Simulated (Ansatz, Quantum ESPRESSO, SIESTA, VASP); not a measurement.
**One structure in several programs: LaSi3Ru (I4mm, 5 atoms in the cell)**

Self-consistent single point, at a second geometry (lattice scaled by 0.98). First geometry:

```xyz
5
Lattice="-2.1327 2.1327 4.9822 2.1327 -2.1327 4.9822 2.1327 2.1327 -4.9822" Properties=species:S:1:pos:R:3 pbc="T T T"
La     0.0000     0.0000     9.9574
Si     0.0000     0.0000     4.1625
Si     2.1327     0.0000     2.5973
Si     0.0000     2.1327     2.5973
Ru     0.0000     0.0000     6.5332
```

Shared settings, as Ansatz (a quantum-chemistry and plane-wave program) writes them: kpoints.mp_grid.grid = 9 9 9; scf.occupations.method = gaussian; scf.occupations.width = 0.05 eV. Potentials and cutoffs stand in the table.

```
code                                                                                                                                      model  ΔF from the first geometry (meV/atom)  pressure (GPa)  largest force (eV/Å)       cutoff
----------------  -----------------------------------------------------------------------------------------------------------------------------  -------------------------------------  --------------  --------------------  -----------
Ansatz                                                                                                          PBEsol, PAW files made with PBE                                    7.2            5.55                 0.301      default
SIESTA            GGA PBEsol, numerical atomic orbitals DZP, PseudoDojo PBEsol standard norm-conserving potentials (rewritten from UPF to PSML)                                   19.1            7.46                 0.288  grid 400 Ry
Quantum ESPRESSO                                                                           PBEsol, GBRV 1.5 ultrasoft (PBESOL) pseudopotentials                                    7.1            5.56                 0.291        40 Ry
VASP                                                                                                 PBEsol, VASP's PBE PAW potentials (set 64)                                    8.2            5.39                 0.317       300 eV
```

Size of the force on each atom (eV/Å): Sizes of forces hide their directions.

```json
[
 {"code": "Ansatz", "La1": "0.089", "Si2": "0.169", "Si3": "0.190", "Si4": "0.190", "Ru5": "0.301"},
 {"code": "SIESTA", "La1": "0.155", "Si2": "0.140", "Si3": "0.137", "Si4": "0.137", "Ru5": "0.288"},
 {"code": "Quantum ESPRESSO", "La1": "0.093", "Si2": "0.165", "Si3": "0.182", "Si4": "0.182", "Ru5": "0.291"},
 {"code": "VASP", "La1": "0.090", "Si2": "0.166", "Si3": "0.197", "Si4": "0.197", "Ru5": "0.317"}
]
```

On Ansatz's run: spin polarisation is off.

The spread over the programs that give each value: ΔF from the first geometry within 12.0 meV/atom; pressure within 2.07 GPa; largest force within 0.029 eV/Å.

SIESTA uses small atom-centred bases, whose incompleteness enters pressures, forces and empty levels differently from a plane-wave cutoff. Ansatz's pressure is given at a fixed set of plane waves, as the other plane-wave codes print theirs; with its correction for the finite basis it is 5.60 GPa. In the pressure, SIESTA (by 1.92) lies more than 1 GPa from the median of the plane-wave programs.

VASP's run is marked for a possible Pulay error in its stress at this cutoff; no cutoff test was made.

The starting cell comes from a database of computed structures (which also holds hypothetical and non-ambient phases and stackings), without a prior relaxation at this level. For this run, on top of that: lattice scaled by 0.98.

Keys are those of Ansatz 0.2.
